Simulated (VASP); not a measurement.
Given:

```
CELL_PARAMETERS angstrom
      2.66945    -2.66853    -0.00801
      2.66945     2.66853    -0.00801
     -2.61215     0.00000     4.79008
ATOMIC_POSITIONS crystal
  Ti 0.12806 0.87194 0.25000
  Ti 0.87194 0.12806 0.75000
  O  0.33100 0.08653 0.66506
  O  0.66900 0.91347 0.33494
  O  0.91347 0.66900 0.83494
  O  0.08653 0.33100 0.16506
```

Level of theory: PBEsol GGA, VASP's PBE PAW potentials (set 64) (plane waves; VASP). Run with 520 eV cut-off, 7×7×5 Γ-centred mesh, tetrahedra with Blöchl corrections, potentials Ti_sv O.

The cores are frozen, which limits the accuracy of field gradients.

**Question.** Give the principal components of the electric field gradient (V/Å²) and the asymmetry η at each nucleus.

**Answer.** 
```csv
atom,Vxx,Vyy,Vzz,η
Ti1,-6.7,-6.0,12.7,0.05
Ti2,-6.7,-6.0,12.7,0.05
O3,-9.6,-5.5,15.1,0.27
O4,-9.6,-5.5,15.1,0.27
O5,-9.6,-5.5,15.1,0.27
O6,-9.6,-5.5,15.1,0.27
```

The structure comes from a computed database's TiO2 entry (C2/c); how it stands against other phases isn't given here. It was relaxed first.
